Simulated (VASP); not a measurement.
Here is the system:

```yaml
crystal:
  lattice:
    - [0.00000, 3.39575, 3.39575]
    - [3.39575, 0.00000, 3.39575]
    - [3.39575, 3.39575, 0.00000]
  atoms:
    - { symbol: Sr, position: [0.00000, 0.00000, 0.00000] }
    - { symbol: Te, position: [0.50000, 0.50000, 0.50000] }
```

Level of theory: HSEsol screened hybrid, VASP's PBE PAW potentials (set 64) (plane waves; VASP). Run with 520 eV cut-off, 6×6×6 Γ-centred mesh, Gaussian smearing of 0.050 eV, potentials Sr_sv Te.

**Question.** Give the stress tensor in GPa (positive for a compressed cell).

**Answer.** 
```
-2.40   0.00   0.00
 0.00  -2.40   0.00
 0.00   0.00  -2.40
```
The pressure is its mean diagonal, -2.40 GPa.

The compound is SrTe in the rock salt structure. This cell is one point of a volume scan, at 1.03 of the reference volume. The cell's shape comes from a PBE relaxation.
